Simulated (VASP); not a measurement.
## Ge: single point with PBEsol

**Measured values to compare with.**

“Electronic and optical properties of SixGe1-x-ySny alloys lattice-matched to Ge”, 2021, arxiv:2109.02782 reports, for a bulk crystal of Ge at 300 K: band gap 0.807 eV (direct).

The system is Ge.

```
Ge
1.0
     0.00000    2.83718    2.83718
     2.83718    0.00000    2.83718
     2.83718    2.83718    0.00000
Ge
2
Direct
  0.50000 0.50000 0.50000
  0.75000 0.75000 0.75000
```

```yaml
Program: VASP 6.6.1
Task: single point
Functional: PBEsol
Potentials_or_basis: VASP PAW PBE potentials, release 64 (Ge_h)
Cutoff: 900 eV
k_mesh: 14 × 14 × 14
Occupations: gaussian, width 0.1 eV
Spin: no spin polarisation
Further_INCAR_settings: ALGO = Normal; EDIFF = 1e-06; NBANDS = 21
```

```json
{
  "Pressure": "0.0 GPa",
  "Band gap on the k mesh": "none (metal or under the smearing width)"
}
```

Levels at points of the mesh, in eV from the Fermi level:
| k point | band 10 | band 11 | band 12 | band 13 | band 14 | band 15 | band 16 | band 17 | band 18 | band 19 |
| --- | --- | --- | --- | --- | --- | --- | --- | --- | --- | --- |
| (0.00, 0.00, 0.00) | -24.54 | -12.75 | -0.11 | -0.02 | -0.02 | -0.02 | 2.51 | 2.51 | 2.51 | 6.18 |
| (0.50, 0.00, 0.00) | -24.51 | -10.67 | -7.61 | -1.41 | -1.41 | 0.08 | 3.69 | 3.69 | 6.94 | 10.35 |
| (0.50, 0.50, 0.00) | -24.50 | -8.89 | -8.89 | -3.08 | -3.08 | 0.66 | 0.66 | 9.39 | 9.39 | 11.40 |

Run time: 86 s on 1 thread of AMD EPYC 9R45 96-Core Processor (Zen 5), on a shared host, peak memory 0.32 GiB.

Against the measured gap of Ge, 0.807 eV (direct; 300 K; “Electronic and optical properties of SixGe1-x-ySny alloys lattice-matched to Ge”, 2021, arxiv:2109.02782), the calculated 0.00 eV is off by -0.81 eV. 3 values of this kind are on record (0.666 to 0.807 eV); this one was drawn at random among those near their median. Spin-orbit coupling on Ge is left out. The value is that of PBEsol on a finite k mesh, which can miss the band edges, without temperature or zero-point motion. Semilocal functionals fall short of measured gaps as a rule.

Caveat: the PAW data sets were made with another functional, which shifts forces and pressure a little; this crystal is a semiconductor, whose small gap the functional closes, so the metal is an error of the method.
